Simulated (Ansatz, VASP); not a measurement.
## Two plane-wave programs on YNb3N6

```
Y Nb N
1.0
     0.00000    4.09982    4.09982
     4.09982    0.00000    4.09982
     4.09982    4.09982    0.00000
Y Nb N
1 3 6
Direct
  0.00000 0.00000 0.00000
  0.25000 0.25000 0.25000
  0.75000 0.75000 0.75000
  0.50000 0.50000 0.50000
  0.74088 0.25912 0.25912
  0.25912 0.74088 0.74088
  0.25912 0.74088 0.25912
  0.74088 0.25912 0.74088
  0.25912 0.25912 0.74088
  0.74088 0.74088 0.25912
```

Change from the starting cell: species swapped into the Ba3MoO6 type (Fm-3m, No. 225).

Alike in both runs: functional PBE; k mesh 4 × 4 × 4; occupations gaussian, width 0.1 eV; no spin polarisation.

Ansatz relaxed the structure, and its values are those at the end. VASP's run is a single point on that final structure, the one shown.

|  | VASP | Ansatz |
| --- | --- | --- |
| version | VASP 6.6.1 | Ansatz 0.2.0 |
| potentials or method | VASP PAW PBE potentials, release 64 (Y_sv, Nb_sv, N) | scalar-relativistic, plane waves, PAW |
| plane-wave cutoff (eV) | 520 | 420 |
| valence electrons in the cell | 80 | 80 |

|  | VASP | Ansatz | Ansatz less VASP |
| --- | --- | --- | --- |
| gap on the k mesh at the Fermi level (eV) | none | none | - |
| pressure (GPa) | -0.1 | 0.2 | +0.37 |
| rms of the force components (eV/Å) | 0.007 | 0.001 | -0.0059 |

A gap of «none» marks a metal or a gap that the smearing closes.
